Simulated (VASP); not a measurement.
Output of a VASP run:

File OSZICAR:
```
       N       E                     dE             d eps       ncg     rms          rms(c)
DAV:   1     0.135950660593E+02    0.13595E+02   -0.55350E+03   824   0.104E+03
DAV:   2    -0.194006621430E+02   -0.32996E+02   -0.32122E+02   944   0.165E+02
DAV:   3    -0.198138829723E+02   -0.41322E+00   -0.41322E+00   944   0.218E+01
DAV:   4    -0.198144625986E+02   -0.57963E-03   -0.57963E-03  1048   0.786E-01
DAV:   5    -0.198144633353E+02   -0.73673E-06   -0.73673E-06  1032   0.184E-02    0.686E+00
DAV:   6    -0.159342354841E+02    0.38802E+01   -0.47722E+00   752   0.156E+01    0.203E+00
DAV:   7    -0.163485782806E+02   -0.41434E+00   -0.14068E+00   760   0.102E+01    0.197E+00
DAV:   8    -0.159822801438E+02    0.36630E+00   -0.20593E+00   752   0.127E+01    0.194E+00
DAV:   9    -0.160936913789E+02   -0.11141E+00   -0.65850E-01   752   0.688E+00    0.436E-01
DAV:  10    -0.161559945421E+02   -0.62303E-01   -0.47231E-02   768   0.228E+00    0.127E-01
DAV:  11    -0.161561335576E+02   -0.13902E-03   -0.66836E-04  1008   0.255E-01    0.733E-02
DAV:  12    -0.161561432868E+02   -0.97292E-05   -0.11949E-04   792   0.171E-01    0.462E-02
DAV:  13    -0.161561395242E+02    0.37626E-05   -0.47183E-04   752   0.260E-01    0.357E-03
DAV:  14    -0.161562501723E+02   -0.11065E-03   -0.28826E-05   784   0.908E-02    0.144E-03
DAV:  15    -0.161562412895E+02    0.88827E-05   -0.63100E-07  1024   0.821E-03    0.251E-03
DAV:  16    -0.161562481580E+02   -0.68685E-05   -0.85179E-07   792   0.882E-03    0.381E-04
DAV:  17    -0.161562467304E+02    0.14276E-05   -0.92644E-08   752   0.525E-03    0.107E-04
DAV:  18    -0.161562471950E+02   -0.46458E-06   -0.97586E-10   440   0.461E-04    0.521E-05
DAV:  19    -0.161562468889E+02    0.30609E-06   -0.40095E-10   392   0.263E-04    0.145E-05
DAV:  20    -0.161562471286E+02   -0.23970E-06   -0.25959E-10   424   0.220E-04    0.311E-06
DAV:  21    -0.161562471144E+02    0.14173E-07   -0.14441E-11   392   0.561E-05
   1 F= -.15596799E+02 E0= -.15596799E+02  d E =-.155968E+02
```

### OUTCAR
```
------------------------ aborting loop because EDIFF is reached ----------------------------------------
  FORCE on cell =-STRESS in cart. coord.  units (eV):
  Direction    XX          YY          ZZ          XY          YZ          ZX
  --------------------------------------------------------------------------------------
  Total        0.5622194      0.5622194      0.5622194      0.0000000      0.0000000      0.0000000
  in kB       50.2477098     50.2477098     50.2477098      0.0000000      0.0000000      0.0000000
  external PRESSURE =       0.2477098 kB  Pullay stress =      50.0000000 kB
  volume of cell :       17.93
      direct lattice vectors                 reciprocal lattice vectors
     0.000000000  2.077256078  2.077256078    -0.240702148  0.240702148  0.240702148
     2.077256078  0.000000000  2.077256078     0.240702148 -0.240702148  0.240702148
     2.077256078  2.077256078  0.000000000     0.240702148  0.240702148 -0.240702148
  FREE ENERGIE OF THE ION-ELECTRON SYSTEM (eV)
  ---------------------------------------------------
  free  energy   TOTEN  =       -16.1562471144 eV

  energy  without entropy=      -16.1562471144  energy(sigma->0) =      -16.15624711
  enthalpy is  TOTEN    =       -15.5967993631 eV   P V=        0.5594477514

 reached required accuracy - stopping structural energy minimisation
```
(Selected blocks of OUTCAR.)

POSCAR:
```
MgO
1
    0.0000000000     2.0772560778     2.0772560778
    2.0772560778     0.0000000000     2.0772560778
    2.0772560778     2.0772560778    -0.0000000000
Mg O
1 1
Direct
  0.0000000000   0.0000000000   0.0000000000
  0.5000000000   0.5000000000   0.5000000000
```

Q: Reconstruct the remaining input files.

A: One answer among several that fit: the input of the run itself, r2SCAN meta-GGA, plane waves, VASP's PBE PAW potentials (set 64).

KPOINTS:
```
Regular mesh
0
G
10 10 10
0 0 0
```

**INCAR**
```
# general
SYSTEM   =  MgO
PREC     =  Accurate
ENCUT    =  600   # plane-wave cut-off (eV)
LREAL    =  .FALSE.   # projection in real space or not
LASPH    =  .TRUE.   # aspherical one-centre terms

# electronic loop
EDIFF    =  1E-7   # SCF stop (eV)
NELM     =  100   # most electronic steps
ALGO     =  Normal
LMIXTAU  =  .TRUE.

# smearing
ISMEAR   =  0   # Gaussian
SIGMA    =  0.05   # width (eV)

# functional
METAGGA  =  R2SCAN

# ions
IBRION   =  2
NSW      =  40   # most ionic steps
ISIF     =  3   # ions, shape and volume
EDIFFG   =  -0.01   # ionic stop
PSTRESS  =  50

# output
LWAVE    =  .FALSE.
LCHARG   =  .FALSE.
```

POTCAR, in this order: Mg O (PBE.64 set). Program: vasp_std.

The compound is MgO in the rock salt structure. It was relaxed first under an external pressure of 5 GPa.
